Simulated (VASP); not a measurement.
SrZr2O3:

```xyz
12
Lattice="5.4544 -0.0418 -0.0686 -2.7634 4.7571 0.1133 -0.0816 0.1087 6.6158" Properties=species:S:1:pos:R:3 pbc="T T T"
Sr    2.6795    4.6734    0.2232
Sr    5.3605    0.0450    3.3133
Zr   -0.2754    3.0865    1.7013
Zr   -0.0761    3.1515    5.0107
Zr    2.6089    1.6619    1.4955
Zr    2.6430    1.5860    4.9487
O     2.7099    0.0411    0.0745
O    -0.1128    4.7900    3.3690
O     3.9246    2.4460    6.5629
O     3.9750    2.4221    3.2598
O     1.2096    2.6369    0.1545
O     1.3699    2.4650    3.2112
```

The cell was built by a generator and needn't be a form met in nature.

```yaml
Program: VASP 6.6.1
Task: relaxation of cell and atoms
Functional: PBE
Potentials_or_basis: VASP PAW PBE potentials, release 64 (Sr_sv, Zr_sv, O)
Cutoff: 520 eV
k_mesh: 5 × 5 × 4
Occupations: gaussian, width 0.15 eV
Spin: no spin polarisation
```

At the start: pressure 1.9 GPa; volume 14.24 Å³/atom.

**Question.** How do energy, volume and symmetry change on relaxing?

**Answer.** Over 22 steps the energy falls by 84.9 meV/atom and the volume is 14.21 Å³/atom (-0.2 %); space group P2/m (No. 10, to 0.05 Å).

Step by step:
```csv
step,energy change (eV),largest force (eV/Å),pressure (GPa),volume (Å³)
1,0.0000,2.7222,1.92,170.82
2,-0.6454,0.9122,-2.65,175.03
3,-0.6498,0.9828,-2.91,175.40
4,-0.8587,0.6747,1.37,169.89
5,-0.8606,0.6523,1.90,169.28
6,-0.9371,0.4430,-0.53,171.31
7,-0.9373,0.4314,-0.49,171.28
8,-0.9723,0.2433,-0.28,170.74
9,-0.9770,0.3847,-0.15,170.46
10,-0.9958,0.1619,0.42,169.82
11,-0.9979,0.1822,0.70,169.55
12,-1.0076,0.1855,-0.60,171.03
13,-1.0077,0.1861,-0.63,171.02
14,-1.0142,0.1291,0.03,170.34
15,-1.0143,0.1266,0.08,170.29
16,-1.0164,0.0675,0.05,170.32
17,-1.0164,0.0722,0.04,170.32
18,-1.0174,0.0394,-0.06,170.46
19,-1.0176,0.0414,-0.11,170.53
20,-1.0183,0.0307,0.13,170.30
21,-1.0183,0.0300,0.11,170.28
22,-1.0188,0.0293,0.00,170.48
```

Final structure:
```
Sr Zr O
1.0
     5.48680    0.00149    0.00095
    -2.74204    4.74342   -0.00094
     0.00043    0.00111    6.54948
Sr Zr O
2 4 6
Cartesian
  5.4348 0.0198 0.0076
  5.4349 0.0224 3.2872
  -0.1153 3.1642 1.6442
  0.0100 3.2034 4.9190
  2.7600 1.6249 1.6457
  2.6270 1.5811 4.9217
  2.6743 0.0215 0.0576
  2.6799 0.0223 3.2352
  4.0701 2.3822 6.4148
  4.0684 2.3860 3.4256
  1.3279 2.4067 0.1141
  1.3257 2.4044 3.1796
```
